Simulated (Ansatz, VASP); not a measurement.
## Be48H95 (V_H1) in two plane-wave programs

One calculation is typed for both programs; each brings its own data sets. How far apart do they land? The cell is taken from a series of runs on this material, whose earlier steps may have relaxed, scaled, displaced or heated it; both programs get it as it stands.

Method: plane waves, with VASP 6.6.1 beside it; single point at PBEsol, in Ansatz 0.2.0.

### Step 1. Set-up

The cell holds 143 atoms: 48 Be and 95 H. Its edges and angles: a = 12.225 Å, b = 12.225 Å, c = 12.225 Å, α = 141.9°, β = 88.5°, γ = 103.9°. It derives from BeH2 (BeH2 (Ibam)). Nearest the centre at fractional (0.622, 0.447, 0.415): Be27 at 1.00 Å, Be25 at 1.10 Å, H114 at 1.98 Å, H121 at 2.03 Å, H52 at 2.27 Å, H107 at 2.34 Å, H137 at 2.48 Å, H102 at 2.51 Å. The cell carries charge +1.

### Step 2. VASP: single point, PBEsol

With cell and atoms fixed, the geometry can't cause a difference; cores, projectors, grids and the points listed under the comparison can.

Lines of VASP's logs that name or quote its potential files are left out, and so is its time.

Input file INCAR:

```
SYSTEM = Be48H95
PREC = Accurate
ENCUT = 520
EDIFF = 1E-06
NELM = 120
ISMEAR = -1
SIGMA = 0.01
LREAL = Auto
ALGO = Normal
GGA = PS
NELECT = 190
NBANDS = 195
LORBIT = 11
LWAVE = .FALSE.
LCHARG = .FALSE.
ISIF = 2
LASPH = .TRUE.
GGA_COMPAT = .FALSE.
EFERMI = MIDGAP
```

Input file POSCAR:

```
Be48H95
1.0
   -3.9933261508      8.7573595481      7.5377721599
    3.9933261508     -8.7573595481      7.5377721599
    3.9933261508      8.7573595481     -7.5377721599
Be H
48 95
Direct
    0.1253274128      0.3739970127      0.2508190139
    0.3758851805      0.1305358721      0.2531239254
[... 1 atom line left out ...]
    0.3347680758      0.4427617555      0.2772439778
[... 1 atom line left out ...]
    0.4214487508      0.1962516932      0.1130401840
[... 17 atom lines left out ...]
    0.4160425697      0.6944604701      0.6094334994
    0.6198379163      0.3735641382      0.2788699966
[... 1 atom line left out ...]
    0.5843004216      0.3373065931      0.3798791644
    0.8316656098      0.4402600507      0.2790378217
    0.6610313018      0.0528447132      0.2270021450
[... 11 atom lines left out ...]
    0.6630136067      0.5428897965      0.2171180918
[... 1 atom line left out ...]
    0.6252740815      0.8801958545      0.7547790744
    0.8763077492      0.6274478549      0.7507936157
    0.5855476480      0.8120882113      0.8957736495
    0.8344857275      0.9446269886      0.7789372985
    0.6672574050      0.5591740760      0.7129856645
    0.9175493228      0.6955326984      0.6104935109
    0.2806006868      0.1975803332      0.3245137432
[... 1 atom line left out ...]
    0.3746613512      0.0522216850      0.0841230826
    0.4682779180      0.3025559253      0.4176031313
[... 3 atom lines left out ...]
    0.4131956329      0.3745852872      0.2815878483
[... 8 atom lines left out ...]
    0.3426621384      0.1221754626      0.9645414269
[... 5 atom lines left out ...]
    0.3717744791      0.4562772326      0.6734382902
[... 5 atom lines left out ...]
    0.3420547065      0.6214149455      0.4607888000
[... 5 atom lines left out ...]
    0.3724789442      0.9627244508      0.1787745751
[... 3 atom lines left out ...]
    0.3779740738      0.5549447680      0.5855002584
[... 9 atom lines left out ...]
    0.7779695632      0.1947031764      0.3211833311
[... 4 atom lines left out ...]
    0.5811447506      0.1091816148      0.2049564229
    0.6631111930      0.3814839184      0.0334334336
    0.9132983729      0.3740153576      0.2817390125
    0.5332725239      0.2102343845      0.0782594624
    0.8640924369      0.4527693060      0.1741948172
    0.7183571873      0.2972910029      0.1827119096
[... 6 atom lines left out ...]
    0.6688481241      0.4004139044      0.5260354685
[... 5 atom lines left out ...]
    0.7773279730      0.6920728013      0.3210671116
    0.6344027595      0.5438069181      0.3347285845
[... 2 atom lines left out ...]
    0.8412747495      0.6210370214      0.4628703816
    0.5846871355      0.6176673262      0.2216502937
[... 6 atom lines left out ...]
    0.7832332411      0.6991072637      0.8245695021
    0.6237036878      0.5270737627      0.7991537658
    0.8848147821      0.5577377438      0.5884373931
[... 2 atom lines left out ...]
    0.5932322668      0.6395213094      0.7216576420
    0.6553672180      0.8771837254      0.5422784798
    0.9092037146      0.8711055482      0.7807093764
    0.5324382417      0.7116822543      0.5899101988
    0.6209226879      0.9512220454      0.9189654039
[... 1 atom line left out ...]
    0.7183907407      0.8079573386      0.6807557070
```

Input file KPOINTS:

```
Automatic mesh
0
Gamma
1 1 1
0 0 0
```

The projector-augmented-wave data sets are Be and H (PBE family, release 64).

Started as:

```bash
$ export OMP_NUM_THREADS=4
$ mpirun -np 1 vasp_gam
```

Numbers of over 12 decimals in the logs are rounded to 6 here.

Output:

```text
[banner, memory and clock lines left out]
running    1 mpi-ranks, on    1 nodes
[...]
Offloading initialized ...    1 GPUs detected
[...]
|                                                                             |
|               ----> ADVICE to this user running VASP <----                  |
|                                                                             |
|     You enforced a specific xc type in the INCAR file but a different       |
|     [... a line on the potential file left out ...]
|     I HOPE YOU KNOW WHAT YOU ARE DOING!                                     |
|                                                                             |

 LDA part: xc-table for (Slater+PW92), standard interpolation
 POSCAR, INCAR and KPOINTS ok, starting setup
[...]
entering main loop
       N       E                     dE             d eps       ncg     rms          rms(c)
DAV:   1     0.629765139203E+03    0.62977E+03   -0.78332E+04   390   0.851E+02
DAV:   2    -0.387219727634E+03   -0.10170E+04   -0.81617E+03   572   0.179E+02
DAV:   3    -0.525038102476E+03   -0.13782E+03   -0.13475E+03   484   0.568E+01
DAV:   4    -0.527856175502E+03   -0.28181E+01   -0.28117E+01   500   0.867E+00
DAV:   5    -0.527870025450E+03   -0.13850E-01   -0.13845E-01   508   0.704E-01BRMIX: very serious problems
 the old and the new charge density differ
 old charge density:   191.00000 new  190.00000
    0.299E+01
DAV:   6    -0.509333894231E+03    0.18536E+02   -0.76680E+00   460   0.420E+00    0.166E+01
DAV:   7    -0.501644683458E+03    0.76892E+01   -0.13944E+01   460   0.568E+00    0.451E+00
DAV:   8    -0.501699847317E+03   -0.55164E-01   -0.60288E+00   468   0.216E+00    0.251E+00
DAV:   9    -0.501569700480E+03    0.13015E+00   -0.76681E-01   460   0.928E-01    0.124E+00
[...]
DAV:  16    -0.501611291486E+03    0.25066E-05   -0.10507E-04   484   0.197E-02    0.124E-02
DAV:  17    -0.501611290222E+03    0.12645E-05   -0.39693E-05   476   0.104E-02    0.647E-03
DAV:  18    -0.501611290343E+03   -0.12116E-06   -0.66189E-06   476   0.366E-03
   1 F= -.50161129E+03 E0= -.50161127E+03  d E =-.358041E-04
```

Parts of OUTCAR (step 2):

```text
  FREE ENERGIE OF THE ION-ELECTRON SYSTEM (eV)
  ---------------------------------------------------
  free  energy   TOTEN  =      -501.6112903427 eV

  energy  without entropy=     -501.6112545386  energy(sigma->0) =     -501.61127244
```

The run ends at a pressure of 0.38 GPa, with forces up to 9.7 eV/Å.

[end of part 1 of 2]

[Lines on the potential files, build, host, timing and source positions are cut from VASP's logs without a mark.]

[Logs are printed without paths, hosts, clocks, repeated set-up lines and the standing remarks that a program may print on its own settings, such as how far it seeks lower states.]

[Hosts, paths, dates, database ids (printed as entryN), source tags and the programs' standing remarks are cut or masked in the printed files.]
